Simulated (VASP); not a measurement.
Computed with PBE GGA, VASP's PBE PAW potentials (set 64) (plane waves; VASP).

Input for VASP

**KPOINTS**
```
Automatic mesh
0
Gamma
6 6 6
0 0 0
```

### INCAR
```
ALGO = Normal
EDIFF = 1E-6
EDIFFG = -0.02
ENCUT = 620
GGA = PE
IBRION = 2
ISIF = 3
ISMEAR = 0
LASPH = T
LCHARG = F
LREAL = F
LWAVE = F
NELM = 100
NSW = 40
PREC = Accurate
PSTRESS = 200
SIGMA = 0.05
SYSTEM = KMgF3
```

File POSCAR:
```
KMgF3
1
    3.8922024619     0.0000000000     0.0000000000
    0.0000000000     3.8922024619     0.0000000000
    0.0000000000     0.0000000000     3.8922024619
K Mg F
1 1 3
Direct
  0.0000000000   0.0000000000   0.0000000000
  0.5000000000   0.5000000000   0.5000000000
  0.5000000000   0.0000000000   0.5000000000
  0.0000000000   0.5000000000   0.5000000000
  0.5000000000   0.5000000000   0.0000000000
```

POTCAR, in this order: K_sv Mg F (PBE.64 set). Program: vasp_std.

Energy and stress use the plane-wave basis of the starting cell.

Problem. Estimate the energy per atom (σ→0), volume per atom, band gap (on the k-mesh).

Solution. 
The energy per atom (σ→0) comes out as -4.767 eV/atom. The band gap (on the k-mesh) is 8.54 eV and the volume per atom comes out as 10.92 Å^3/atom.

OSZICAR:
```
...
DAV:   3    -0.238369704144E+02    0.15278E-01   -0.28033E-02  1068   0.143E+00    0.533E-01
DAV:   4    -0.238344421623E+02    0.25283E-02   -0.10953E-02  1364   0.631E-01    0.398E-01
DAV:   5    -0.238347452679E+02   -0.30311E-03   -0.75200E-04  1288   0.217E-01    0.604E-02
DAV:   6    -0.238346962180E+02    0.49050E-04   -0.54121E-04  1388   0.181E-01    0.203E-02
DAV:   7    -0.238346951508E+02    0.10672E-05   -0.36219E-05   996   0.382E-02    0.687E-03
DAV:   8    -0.238346932792E+02    0.18715E-05   -0.10515E-06   628   0.840E-03    0.425E-04
DAV:   9    -0.238346933134E+02   -0.34160E-07   -0.19006E-07   552   0.352E-03
   3 F= -.17020236E+02 E0= -.17020236E+02  d E =-.144648E+00
```

The compound is KMgF3 in the cubic perovskite structure. This run relaxes it under an external pressure of 20 GPa. Symmetry was kept, so distortions that lower it aren't found.
